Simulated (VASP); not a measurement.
Here is the system:

```
HfC
1.0
    0.00000     2.31077     2.31077
    2.31077     0.00000     2.31077
    2.31077     2.31077     0.00000
Hf C
1 1
Direct
  0.00000   0.00000   0.00000
  0.50000   0.50000   0.50000
```

Calculation: revTPSS meta-GGA, VASP's PBE PAW potentials (set 64) (plane waves; VASP). Settings: 520 eV cut-off, 15×15×15 Γ-centred mesh, tetrahedra with Blöchl corrections, potentials Hf_pv C.

Question: Give the energies of bands 5 to 10 at the high-symmetry points, in eV from the Fermi level.

Answer: 
| band | Γ | X | U | L | W |
|---|---|---|---|---|---|
| 5 | 1.04 | -2.67 | -3.62 | -6.31 | -3.04 |
| 6 | 1.04 | -1.93 | -2.82 | -3.06 | -2.81 |
| 7 | 1.04 | -0.09 | -1.67 | -3.06 | -2.81 |
| 8 | 1.37 | -0.09 | 1.57 | 5.44 | 3.74 |
| 9 | 1.37 | 5.58 | 5.90 | 5.44 | 3.74 |
| 10 | 1.37 | 6.89 | 6.33 | 5.95 | 6.91 |

It has no gap at this level: it comes out as a metal or semimetal.

The compound is HfC in the rock salt structure. It was relaxed first.
